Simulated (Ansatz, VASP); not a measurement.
# H7C5SNO5 (H7C5SNO5 (P2_1/c)): VASP beside Ansatz, part 2 of 2

Wanted: the spread between two codes on one cell, functional and k mesh. The cell is taken from a series of runs on this material, whose earlier steps may have relaxed, scaled, displaced or heated it; both programs get it as it stands.

VASP 6.6.1 and Ansatz 0.2.0.

So far: The starting structure; Ansatz: single point, PBE with D3(BJ).

## (3) VASP: single point, PBE with D3(BJ)

Level of this step: PBE with D3(BJ); plane waves and PAW (H, C, S, N, O) (VASP).

The same cell, functional and mesh now go to VASP, with its own data sets.

Lines of VASP's logs that name or quote its potential files are left out, and so is its time.

File INCAR:

```
SYSTEM = H7C5SNO5
PREC = Accurate
ENCUT = 520
EDIFF = 1E-06
NELM = 120
ISMEAR = 0
SIGMA = 0.01
LREAL = Auto
ALGO = Normal
GGA = PE
IVDW = 12
NBANDS = 378
LORBIT = 11
LWAVE = .FALSE.
LCHARG = .FALSE.
ISIF = 2
LASPH = .TRUE.
GGA_COMPAT = .FALSE.
EFERMI = MIDGAP
```

File POSCAR:

```
H7C5SNO5
1.0
   10.4541000000      0.0000000000      0.0000000000
    0.0000000000     10.7017000000      0.0000000000
   -1.5492600000      0.0000000000     13.5913900000
H C S N O
56 40 8 8 40
Direct
    0.9121400000      0.3982700000      0.1819100000
    0.0890100000      0.9001600000      0.0666400000
    0.0831200000      0.5934800000      0.3155100000
    0.9136300000      0.1006600000      0.4340100000
    0.1352400000      0.3481800000      0.4530200000
    0.8657900000      0.8498600000      0.2990400000
    0.8677000000      0.6555600000      0.0446900000
    0.1341600000      0.1530300000      0.2027500000
    0.4078500000      0.2724700000      0.1446100000
    0.6021300000      0.7713200000      0.1014200000
    0.6006500000      0.7310200000      0.3559400000
    0.3978300000      0.2316300000      0.3939400000
    0.7423300000      0.5406200000      0.1685000000
    0.2589600000      0.0395200000      0.0792900000
    0.2592400000      0.4577100000      0.3278000000
    0.7394400000      0.9637900000      0.4235200000
    0.5193200000      0.4521100000      0.1436700000
    0.4808500000      0.9564800000      0.1006600000
    0.4793900000      0.5486800000      0.3493700000
    0.5219800000      0.0447300000      0.4018600000
    0.6808000000      0.0798400000      0.1657800000
    0.3174800000      0.5804700000      0.0858300000
    0.3185400000      0.9133600000      0.3352300000
    0.6830900000      0.4139400000      0.4122900000
    0.9049300000      0.1817100000      0.1793000000
    0.1008000000      0.6848200000      0.0708800000
    0.1043900000      0.8180000000      0.3223700000
    0.8998200000      0.3140900000      0.4281300000
    0.9141700000      0.4038700000      0.6833500000
    0.0829600000      0.8970500000      0.5645500000
[... 116 atom lines left out ...]
    0.8962000000      0.7614400000      0.8963700000
    0.1039700000      0.2590600000      0.8561400000
    0.4663000000      0.2052500000      0.6493600000
    0.5289000000      0.7022500000      0.5991700000
    0.5299900000      0.7943800000      0.8512900000
    0.4732500000      0.2999800000      0.8983800000
```

File KPOINTS:

```
Automatic mesh
0
Gamma
1 1 1
0 0 0
```

The projector-augmented-wave data sets are H, C, S, N and O (PBE family, release 64).

Launch:

```
$ export OMP_NUM_THREADS=3
$ mpirun -np 1 vasp_gam
```

Numbers of over 12 decimals in the logs are rounded to 6 here.

What it wrote:

```text
[banner, memory and clock lines left out]
running    1 mpi-ranks, on    1 nodes
[...]
Offloading initialized ...    1 GPUs detected
[...]
LDA part: xc-table for (Slater+PW92), standard interpolation
 POSCAR, INCAR and KPOINTS ok, starting setup
[...]
entering main loop
       N       E                     dE             d eps       ncg     rms          rms(c)
DAV:   1     0.557740011772E+04    0.55774E+04   -0.30369E+05   772   0.139E+03
DAV:   2    -0.312086801997E+03   -0.58895E+04   -0.55480E+04  1104   0.349E+02
DAV:   3    -0.100738382972E+04   -0.69530E+03   -0.68756E+03   896   0.128E+02
DAV:   4    -0.102491493466E+04   -0.17531E+02   -0.17460E+02   928   0.221E+01
[...]
DAV:  16    -0.937084303572E+03    0.15200E-04   -0.33631E-05   904   0.189E-02    0.882E-03
DAV:  17    -0.937084297309E+03    0.62628E-05   -0.24684E-05   976   0.140E-02    0.669E-03
DAV:  18    -0.937084296645E+03    0.66427E-06   -0.91825E-06   904   0.653E-03
   1 F= -.94904319E+03 E0= -.94904319E+03  d E =0.000000E+00
```

Parts of OUTCAR (step 3):

```text
  FREE ENERGIE OF THE ION-ELECTRON SYSTEM (eV)
  ---------------------------------------------------
  free  energy   TOTEN  =      -949.0431877287 eV

  energy  without entropy=     -949.0431877287  energy(sigma->0) =     -949.04318773
```

The run ends at a pressure of 4.16 GPa, with forces up to 12 eV/Å.

## (4) Side by side

Known differences besides the potentials themselves: fixed occupations in Ansatz, narrow Gaussian smearing in VASP; the cutoff is 420 eV in Ansatz and 520 eV in VASP (PREC = Accurate, projectors in real space). Total energies have different zeros and are not compared.

Compared:

| quantity | Ansatz | VASP | difference |
| --- | --- | --- | --- |
| gap on the k mesh (eV) | 3.263 | 3.278 | -0.015 |

Forces on 10 of the 152 atoms, those with the largest forces and the largest differences (eV/Å; atoms numbered as in POSCAR):

| atom | Ansatz x, y, z | VASP x, y, z |
| --- | --- | --- |
| H33 | -0.081, -5.159, -4.526 | -0.093, -5.528, -4.860 |
| C69 | -8.080, -6.196, -0.087 | -8.102, -6.242, -0.088 |
| C73 | 11.220, 2.519, 0.646 | 11.269, 2.504, 0.649 |
| C95 | -1.904, 7.088, -0.470 | -1.931, 7.159, -0.466 |
| S102 | 1.691, -7.096, -4.753 | 1.695, -6.686, -4.655 |
| N111 | -2.011, -5.934, -0.540 | -2.066, -5.991, -0.549 |
| O117 | 0.038, 4.938, 4.661 | 0.044, 5.251, 5.047 |
| O121 | -3.394, 2.947, 2.067 | -3.033, 2.548, 1.773 |
| O138 | -0.473, 5.462, 0.993 | -0.458, 5.408, 0.345 |
| O144 | -2.250, -2.661, 1.740 | -1.922, -2.319, 1.469 |

The forces differ by 118 meV/Å r.m.s., which is 6.4 % of the r.m.s. force of 1.846 eV/Å (both taken over all components). A gap on the mesh is an upper bound, since the band edges may lie between its points.

## (5) Summary of results

| Property | Result |
| --- | --- |
| r.m.s. force difference (single point, PBE with D3(BJ)) | 6.4 % of the r.m.s. force |

In words: The r.m.s. force difference is 6.4 % of the r.m.s. force (single point, PBE with D3(BJ)), beyond the 3 % picked in this series as the mark of a large difference. What causes the difference of the single point, PBE with D3(BJ) pair stays open here. Such differences can come from data sets, numerical settings and the points named under the comparisons, not from the functional's error against experiment.

[Lines on the potential files, build, host, timing and source positions are cut from VASP's logs without a mark.]

[Logs are printed without paths, hosts, clocks, repeated set-up lines and the standing remarks that a program may print on its own settings, such as how far it seeks lower states.]

[Hosts, paths, dates, database ids (printed as entryN), source tags and the programs' standing remarks are cut or masked in the printed files.]
